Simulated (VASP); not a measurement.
Set up this calculation in VASP 6.6.1, as the native input.

* Task: band structure
* Functional: PBE
* Potentials or basis: VASP PAW PBE potentials, release 64 (Be, Cd, S)
* Cutoff: 520 eV
* k mesh: 6 × 6 × 4
* Occupations: gaussian, width 0.03 eV
* Spin: no spin polarisation
* Further INCAR settings: ALGO = Normal; EDIFF = 1e-06

The structure of Be2CdS3 lies in POSCAR:

```
Be2CdS3
1.0
    5.5236600000     -3.1932600000      0.0000000000
    5.5236600000      3.1932600000      0.0000000000
    0.0000000000      0.0000000000      5.9756000000
Be Cd S
4 2 6
Direct
    0.4850280000      0.1684930000      0.0043390000
    0.8315070000      0.5149720000      0.0043390000
    0.5149720000      0.8315070000      0.5043390000
    0.1684930000      0.4850280000      0.5043390000
    0.1783380000      0.8216620000      0.9994580000
    0.8216620000      0.1783380000      0.4994580000
    0.5489620000      0.8367180000      0.8610820000
    0.1632820000      0.4510380000      0.8610820000
    0.7827390000      0.2172610000      0.9248950000
    0.4510380000      0.1632820000      0.3610820000
    0.8367180000      0.5489620000      0.3610820000
    0.2172610000      0.7827390000      0.4248950000
```

The cell was built by a generator and needn't be a form met in nature.

The input as run:

INCAR

```
PREC = Accurate
ENCUT = 520
EDIFF = 1E-6
ISMEAR = 0
SIGMA = 0.03
LREAL = False
LASPH = True
NELM = 80
ALGO = Normal
ISIF = 2
LWAVE = False
LCHARG = False
GGA = PE
KPAR = 4
```

KPOINTS

```
Automatic mesh
0
Gamma
  6 6 4
```

KPOINTS_OPT

```
path GXSRAZGYX1A1TY,ZT
15
line-mode
reciprocal
 0.0000000000  0.0000000000  0.0000000000  G
 0.3335515851 -0.3335515851  0.0000000000  X

 0.3335515851 -0.3335515851  0.0000000000  X
 0.0000000000 -0.5000000000  0.0000000000  S

 0.0000000000 -0.5000000000  0.0000000000  S
 0.0000000000 -0.5000000000 -0.5000000000  R

 0.0000000000 -0.5000000000 -0.5000000000  R
 0.3335515851 -0.3335515851 -0.5000000000  A

 0.3335515851 -0.3335515851 -0.5000000000  A
 0.0000000000  0.0000000000 -0.5000000000  Z

 0.0000000000  0.0000000000 -0.5000000000  Z
 0.0000000000  0.0000000000  0.0000000000  G

 0.0000000000  0.0000000000  0.0000000000  G
-0.5000000000 -0.5000000000  0.0000000000  Y

-0.5000000000 -0.5000000000  0.0000000000  Y
-0.3335515851 -0.6664484149  0.0000000000  X1

-0.3335515851 -0.6664484149  0.0000000000  X1
-0.3335515851 -0.6664484149 -0.5000000000  A1

-0.3335515851 -0.6664484149 -0.5000000000  A1
-0.5000000000 -0.5000000000 -0.5000000000  T

-0.5000000000 -0.5000000000 -0.5000000000  T
-0.5000000000 -0.5000000000  0.0000000000  Y

 0.0000000000  0.0000000000 -0.5000000000  Z
-0.5000000000 -0.5000000000 -0.5000000000  T
```

Potentials or basis: VASP PAW PBE potentials, release 64 (Be, Cd, S).

Command:

```bash
$ cat potpaw_PBE.64/Be/POTCAR potpaw_PBE.64/Cd/POTCAR potpaw_PBE.64/S/POTCAR > POTCAR
$ mpirun -np 4 vasp_std > vasp.out
```

Results of the run:

```json
{
  "Pressure": "0.0 GPa",
  "Largest force": "0.004 eV/Å",
  "Band gap on the k mesh": "3.07 eV, direct",
  "Band gap along the path": "3.07 eV, direct"
}
```

It took 3.4 min on 4 MPI ranks on Intel(R) Xeon(R) 6975P-C (Granite Rapids) (shared host), peak memory 0.63 GiB a rank.
